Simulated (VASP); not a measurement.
An input for Quantum ESPRESSO's pw.x (written as the equivalent of a VASP run, and not itself run):

```
&CONTROL
  calculation = 'scf'
  pseudo_dir = './pseudo'
  outdir = './out'
  tprnfor = .true.
  tstress = .true.
/
&SYSTEM
  ibrav = 0
  nat = 6
  ntyp = 2
  ecutwfc = 84
  occupations = 'smearing'
  smearing = 'fermi-dirac'
  degauss = 0.000735
  input_dft = 'pbe'
/
&ELECTRONS
  conv_thr = 7.3e-08
  electron_maxstep = 100
/
ATOMIC_SPECIES
  Hf 178.490 Hf.upf
  O 15.999 O.upf
CELL_PARAMETERS angstrom
     3.4544310    0.0000000    0.0000000
     0.0000000    3.4544310    0.0000000
     0.0000000    0.0000000    5.0212870
ATOMIC_POSITIONS crystal
  Hf   0.5000000  0.5000000  0.5000000
  Hf   0.0000000  0.0000000  0.0000000
  O    0.0000000  0.5000000  0.6972100
  O    0.0000000  0.5000000  0.1972100
  O    0.5000000  0.0000000  0.8027900
  O    0.5000000  0.0000000  0.3027900
K_POINTS automatic
  8 8 5 0 0 0
```

Task: Write the VASP files for the same calculation (PBE).

Result: One answer among several that fit: 
INCAR:
```
SYSTEM = HfO2
PREC = Accurate; ENCUT = 400; LREAL = F
LASPH = T
EDIFF = 1E-6; NELM = 100; ALGO = Normal
LMAXMIX = 6
ISMEAR = -1; SIGMA = 0.01
GGA = PE
ISIF = 2
LWAVE = F; LCHARG = F
```

KPOINTS:
```
Automatic mesh
0
Gamma
8 8 5
0 0 0
```

File POSCAR:
```
HfO2
1
    3.4544310000     0.0000000000     0.0000000000
    0.0000000000     3.4544310000     0.0000000000
    0.0000000000     0.0000000000     5.0212870000
Hf O
2 4
Direct
  0.5000000000   0.5000000000   0.5000000000
  0.0000000000   0.0000000000   0.0000000000
  0.0000000000   0.5000000000   0.6972100000
  0.0000000000   0.5000000000   0.1972100000
  0.5000000000   0.0000000000   0.8027900000
  0.5000000000   0.0000000000   0.3027900000
```

POTCAR, in this order: Hf_pv O (PBE.64 set). Program: vasp_std.

Limits of the translation: the potentials are each code's own (VASP's PAW set, PseudoDojo norm-conserving files in pw.x), so ENCUT and ecutwfc are chosen apart and not converted; conv_thr bounds pw.x's estimated SCF error, while EDIFF bounds the energy change between steps.

The structure comes from a computed database's HfO2 entry; how it stands against other phases isn't given here. The cell was not relaxed at this level, and its volume differs by -5.9 % from the start's.
